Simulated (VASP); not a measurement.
Energy against volume of Ge (diamond). Method: MS2 meta-GGA, VASP's PBE PAW potentials (set 64) (plane waves; VASP). Run with 520 eV cut-off, 8×8×8 Γ-centred mesh, Gaussian smearing of 0.050 eV, potentials Ge_d.

| V (Å³/atom) | E (eV/atom) |
|---|---|
| 21.055 | -5.75890 |
| 21.727 | -5.77425 |
| 22.399 | -5.77913 |
| 23.071 | -5.77455 |

Question: Fit these four points and predict the energy of the run at 23.743 Å³/atom.

Answer: A cubic in V^(−2/3), the third-order Birch-Murnaghan form, passes through the four points with V0 = 22.40 Å³/atom and B0 = 75 GPa, and gives -5.7614 eV/atom there. The run gave -5.7629 eV/atom, -1.5 meV/atom from the fit; all five points give B0 = 71 GPa.

The compound is Ge in the diamond structure. It was relaxed first.
